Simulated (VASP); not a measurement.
Method: PBEsol GGA, VASP's PBE PAW potentials (set 64) (plane waves; VASP 6.6.1).

The input files of a VASP run:

### INCAR
```
LASPH = .TRUE.
NSW = 60   ! most ionic steps
GGA = PS
IBRION = 2   ! conjugate gradients
EDIFFG = -0.01
ISIF = 3   ! ions, shape and volume
LWAVE = .FALSE.
SYSTEM = PdTe
LMAXMIX = 4   ! l cut-off of mixed one-centre charges
NELM = 100   ! most electronic steps
SIGMA = 0.1
ALGO = Normal
ENCUT = 400
ISMEAR = 1   ! Methfessel-Paxton
EDIFF = 1E-6
PREC = Accurate
LREAL = .FALSE.
LCHARG = .FALSE.
```

### KPOINTS
```
Automatic mesh
0
Gamma
10 10 10
0 0 0
```

POSCAR:
```
PdTe
1
    3.3910645696     0.0000000000     0.0000000000
   -0.0000000000     3.3910645696     0.0000000000
    0.0000000000    -0.0000000000     3.3910645696
Pd Te
1 1
Direct
  0.0000000000   0.0000000000   0.0000000000
  0.5000000000   0.5000000000   0.5000000000
```

POTCAR, in this order: Pd Te (PBE.64 set). Program: vasp_std.

Output of the run:

### OSZICAR
```
       N       E                     dE             d eps       ncg     rms          rms(c)
DAV:   1     0.629192940643E+02    0.62919E+02   -0.59756E+03  1368   0.932E+02
DAV:   2    -0.784213995159E+01   -0.70761E+02   -0.64630E+02  1540   0.201E+02
DAV:   3    -0.986164098775E+01   -0.20195E+01   -0.20006E+01  1588   0.354E+01
DAV:   4    -0.988007786336E+01   -0.18437E-01   -0.18435E-01  1472   0.387E+00
DAV:   5    -0.988038328797E+01   -0.30542E-03   -0.30542E-03  1572   0.497E-01    0.143E+01
DAV:   6    -0.980570835933E+01    0.74675E-01   -0.25102E-01  1400   0.590E+00    0.854E+00
DAV:   7    -0.979617407507E+01    0.95343E-02   -0.13520E-01  1364   0.440E+00    0.280E+00
DAV:   8    -0.977857310525E+01    0.17601E-01   -0.70648E-02  1380   0.324E+00    0.964E-01
DAV:   9    -0.977867066863E+01   -0.97563E-04   -0.12243E-03  1468   0.323E-01    0.873E-01
DAV:  10    -0.977840485664E+01    0.26581E-03   -0.16760E-03  1420   0.460E-01    0.929E-01
DAV:  11    -0.977819952730E+01    0.20533E-03   -0.19812E-04  1384   0.102E-01    0.489E-01
DAV:  12    -0.977814775527E+01    0.51772E-04   -0.31590E-05  1552   0.624E-02    0.334E-01
DAV:  13    -0.977810890922E+01    0.38846E-04   -0.33571E-05  1436   0.697E-02    0.201E-01
DAV:  14    -0.977809337585E+01    0.15533E-04   -0.27078E-05  1464   0.604E-02    0.821E-02
DAV:  15    -0.977809172186E+01    0.16540E-05   -0.51804E-06  1384   0.228E-02    0.219E-02
DAV:  16    -0.977809166892E+01    0.52939E-07   -0.15327E-07   704   0.378E-03
   1 F= -.97780917E+01 E0= -.97777066E+01  d E =-.977809E+01
       N       E                     dE             d eps       ncg     rms          rms(c)
DAV:   1    -0.977990607379E+01   -0.18144E-02   -0.27432E-02  1372   0.187E+00    0.311E-01
DAV:   2    -0.977852431944E+01    0.13818E-02   -0.10216E-02  1384   0.127E+00    0.149E-01
DAV:   3    -0.977808634894E+01    0.43797E-03   -0.10898E-03  1368   0.446E-01    0.578E-02
DAV:   4    -0.977804919051E+01    0.37158E-04   -0.12582E-04  1416   0.769E-02    0.446E-02
DAV:   5    -0.977804845489E+01    0.73562E-06   -0.99733E-06  1520   0.263E-02
   2 F= -.97780485E+01 E0= -.97776720E+01  d E =0.432140E-04
       N       E                     dE             d eps       ncg     rms          rms(c)
DAV:   1    -0.977885429376E+01   -0.80510E-03   -0.10982E-02  1364   0.118E+00    0.190E-01
DAV:   2    -0.977830737301E+01    0.54692E-03   -0.39787E-03  1384   0.797E-01    0.916E-02
DAV:   3    -0.977813510331E+01    0.17227E-03   -0.41732E-04  1364   0.276E-01    0.428E-02
DAV:   4    -0.977811733360E+01    0.17770E-04   -0.52695E-05  1420   0.504E-02    0.251E-02
DAV:   5    -0.977811612000E+01    0.12136E-05   -0.35377E-06  1468   0.161E-02    0.309E-02
DAV:   6    -0.977811588658E+01    0.23342E-06   -0.31676E-07   684   0.548E-03
   3 F= -.97781159E+01 E0= -.97777350E+01  d E =-.242177E-04
```

**OUTCAR**
```
------------------------ aborting loop because EDIFF is reached ----------------------------------------
  FORCE on cell =-STRESS in cart. coord.  units (eV):
  Direction    XX          YY          ZZ          XY          YZ          ZX
  --------------------------------------------------------------------------------------
  Total        0.0040306      0.0040306      0.0040306      0.0000000      0.0000000     -0.0000000
  in kB        0.1658046      0.1658046      0.1658046      0.0000000      0.0000000     -0.0000000
  external PRESSURE =       0.1658046 kB  Pullay stress =       0.0000000 kB
  volume of cell :       38.95
      direct lattice vectors                 reciprocal lattice vectors
     3.389686577  0.000000000  0.000000000     0.295012526  0.000000000  0.000000000
    -0.000000000  3.389686577  0.000000000     0.000000000  0.295012526 -0.000000000
    -0.000000000  0.000000000  3.389686577    -0.000000000 -0.000000000  0.295012526
 POSITION                                       TOTAL-FORCE (eV/Angst)
 -----------------------------------------------------------------------------------
      0.00000      0.00000      0.00000         0.000000      0.000000      0.000000
      1.69484      1.69484      1.69484        -0.000000     -0.000000      0.000000
 -----------------------------------------------------------------------------------
    total drift:                               -0.000000      0.000000      0.000000
  FREE ENERGIE OF THE ION-ELECTRON SYSTEM (eV)
  ---------------------------------------------------
  free  energy   TOTEN  =        -9.7781158866 eV

  energy  without entropy=       -9.7769732686  energy(sigma->0) =       -9.77773501

 reached required accuracy - stopping structural energy minimisation
```
(Selected blocks of OUTCAR.)

File CONTCAR:
```
PdTe
   1.00000000000000
     3.3896865767979816    0.0000000000000000    0.0000000000000000
    -0.0000000000000000    3.3896865767979816    0.0000000000000000
    -0.0000000000000000    0.0000000000000000    3.3896865767979816
  Pd              Te
     1     1
Direct
     0.0000000000000000    0.0000000000000000    0.0000000000000000
     0.5000000000000000    0.5000000000000000    0.5000000000000000
```

The structure was generated: PdTe was put into the CsCl type type (Pm-3m), which need not be its known phase. This run relaxes it. Symmetry was kept, so distortions that lower it aren't found. The start is the result of an earlier pass.
